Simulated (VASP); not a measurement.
Level of theory: PBE GGA + U (Dudarev), VASP's PBE PAW potentials (set 64) (plane waves; VASP).

VASP ran on this input.

**INCAR**
```
! general
SYSTEM    =  FeO
PREC      =  Accurate
ENCUT     =  400
LREAL     =  .FALSE.
LASPH     =  .TRUE.

! electronic loop
EDIFF     =  1E-6
NELM      =  100
ALGO      =  Normal
LMAXMIX   =  4

! smearing
ISMEAR    =  0
SIGMA     =  0.05

! functional
GGA       =  PE

! spin
ISPIN     =  2
MAGMOM    =  4.0 -4.0 2*0.0

! DFT+U
LDAU      =  .TRUE.
LDAUTYPE  =  2
LDAUL     =  2 -1
LDAUU     =  5.3 0
LDAUJ     =  0 0

! ions
ISIF      =  2

! output
LWAVE     =  .FALSE.
LCHARG    =  .FALSE.
LORBIT    =  11
```

### POSCAR
```
FeO
1
    4.4265590000     2.2132800000     2.2132800000
    2.2132800000     4.4265590000     2.2132800000
    2.2132800000     2.2132800000     4.4265590000
Fe O
2 2
Direct
  0.0000000000   0.0000000000   0.0000000000
  0.5000000000   0.5000000000   0.5000000000
  0.2500000000   0.2500000000   0.2500000000
  0.7500000000   0.7500000000   0.7500000000
```

KPOINTS:
```
Automatic mesh
0
G
9 9 9
0.5 0.5 0.5
```

POTCAR, in this order: Fe O (PBE.64 set). Program: vasp_std.

The run wrote:

**OUTCAR**
```
 ion  position               nearest neighbor table
   1  0.000  0.000  0.000-   4 2.21   4 2.21   3 2.21   3 2.21   4 2.21   3 2.21
   2  0.500  0.500  0.500-   3 2.21   3 2.21   4 2.21   4 2.21   3 2.21   4 2.21
   3  0.250  0.250  0.250-   1 2.21   1 2.21   2 2.21   2 2.21   1 2.21   2 2.21
   4  0.750  0.750  0.750-   2 2.21   2 2.21   1 2.21   1 2.21   2 2.21   1 2.21
  LATTYP: Found a trigonal (rhomboedric) cell.
 ALAT       =     5.4214058414
 COS(alpha) =     0.8333334337
 Subroutine PRICEL returns following result:
  LATTYP: Found a face centered cubic cell.
 ALAT       =     4.4265580000
 Subroutine GETGRP returns: Found 12 space group operations
The static configuration has the point symmetry D_3d.
The dynamic configuration has the point symmetry D_3d.
The overall configuration has the point symmetry D_3d.
 Subroutine INISYM returns: Found 12 space group operations
 Subroutine IBZKPT returns following result:
 Found     85 irreducible k-points:

 Following reciprocal coordinates:
            Coordinates               Weight
  0.055556  0.055556  0.055556      2.000000
  0.166667  0.055556  0.055556      6.000000
  0.277778  0.055556  0.055556      6.000000
  0.388889  0.055556  0.055556      6.000000
...
```

OSZICAR:
```
       N       E                     dE             d eps       ncg     rms          rms(c)
DAV:   1     0.237409972535E+03    0.23741E+03   -0.11896E+04  6152   0.152E+03
DAV:   2     0.116253236753E+02   -0.22578E+03   -0.21956E+03  6152   0.370E+02
DAV:   3    -0.284177743394E+02   -0.40043E+02   -0.38885E+02  9050   0.165E+02
DAV:   4    -0.301227987344E+02   -0.17050E+01   -0.16604E+01  8618   0.361E+01
DAV:   5    -0.301615429665E+02   -0.38744E-01   -0.38398E-01  8494   0.461E+00    0.230E+01
DAV:   6    -0.247518737080E+02    0.54097E+01   -0.86674E+01 10938   0.138E+02    0.321E+01
DAV:   7    -0.247212649795E+02    0.30609E-01   -0.74779E+00  8090   0.488E+01    0.153E+01
DAV:   8    -0.247642456258E+02   -0.42981E-01   -0.21159E+00  9926   0.193E+01    0.940E+00
DAV:   9    -0.248825905546E+02   -0.11834E+00   -0.41729E-01  9694   0.980E+00    0.105E+00
DAV:  10    -0.249064789489E+02   -0.23888E-01   -0.96115E-02 10262   0.591E+00    0.484E-01
DAV:  11    -0.249171036740E+02   -0.10625E-01   -0.16719E-02  9320   0.197E+00    0.311E-01
DAV:  12    -0.249214613896E+02   -0.43577E-02   -0.61563E-03  9484   0.138E+00    0.181E-01
DAV:  13    -0.249238275318E+02   -0.23661E-02   -0.78487E-03  9244   0.935E-01    0.876E-02
DAV:  14    -0.249241631173E+02   -0.33559E-03   -0.95438E-04  8928   0.366E-01    0.604E-02
DAV:  15    -0.249242380780E+02   -0.74961E-04   -0.10138E-04  8132   0.108E-01    0.281E-02
DAV:  16    -0.249242750635E+02   -0.36986E-04   -0.94383E-05  9534   0.985E-02    0.107E-02
DAV:  17    -0.249242787264E+02   -0.36629E-05   -0.82478E-06  8048   0.296E-02    0.505E-03
DAV:  18    -0.249242797403E+02   -0.10138E-05   -0.50353E-06  5252   0.321E-02    0.294E-03
DAV:  19    -0.249242799132E+02   -0.17290E-06   -0.15719E-06  4962   0.114E-02
   1 F= -.24924280E+02 E0= -.24921536E+02  d E =-.548758E-02  mag=    -0.0000
```

### OUTCAR
```
------------------------ aborting loop because EDIFF is reached ----------------------------------------
  FORCE on cell =-STRESS in cart. coord.  units (eV):
  Direction    XX          YY          ZZ          XY          YZ          ZX
  --------------------------------------------------------------------------------------
  Total       -3.8290900     -3.8290900     -3.8290900      0.3335511      0.3335511      0.3335511
  in kB     -141.4612617   -141.4612617   -141.4612617     12.3226578     12.3226578     12.3226578
  external PRESSURE =    -141.4612617 kB  Pullay stress =       0.0000000 kB
  volume of cell :       43.37
      direct lattice vectors                 reciprocal lattice vectors
     4.426559000  2.213280000  2.213280000     0.338863727 -0.112954593 -0.112954593
     2.213280000  4.426559000  2.213280000    -0.112954593  0.338863727 -0.112954593
     2.213280000  2.213280000  4.426559000    -0.112954593 -0.112954593  0.338863727
 POSITION                                       TOTAL-FORCE (eV/Angst)
 -----------------------------------------------------------------------------------
      0.00000      0.00000      0.00000        -0.000000     -0.000000      0.000000
      4.42656      4.42656      4.42656        -0.000000      0.000000      0.000000
      2.21328      2.21328      2.21328         0.000000      0.000000      0.000000
      6.63984      6.63984      6.63984        -0.000000     -0.000000     -0.000000
 -----------------------------------------------------------------------------------
    total drift:                                0.000000     -0.000000      0.000000
  FREE ENERGIE OF THE ION-ELECTRON SYSTEM (eV)
  ---------------------------------------------------
  free  energy   TOTEN  =       -24.9242799132 eV

  energy  without entropy=      -24.9187923285  energy(sigma->0) =      -24.92153612

 total charge

# of ion       s       p       d       tot
------------------------------------------
    1        0.272   0.315   6.070   6.656
    2        0.272   0.315   6.070   6.656
    3        1.580   3.435   0.000   5.015
    4        1.580   3.435   0.000   5.015
--------------------------------------------------
tot          3.702   7.499  12.140  23.342

 magnetization (x)

# of ion       s       p       d       tot
------------------------------------------
    1        0.013   0.011   3.762   3.787
    2       -0.013  -0.011  -3.762  -3.787
    3        0.000   0.000   0.000   0.000
    4        0.000   0.000   0.000   0.000
--------------------------------------------------
tot          0.000   0.000   0.000   0.000
```
(Selected blocks of OUTCAR.)

At this cut-off the stress carries a Pulay error, which pulls relaxed volumes low.

The structure is a typed FeO crystal. The cell was not relaxed at this level. A gapless solution with U can be a metastable orbital state.
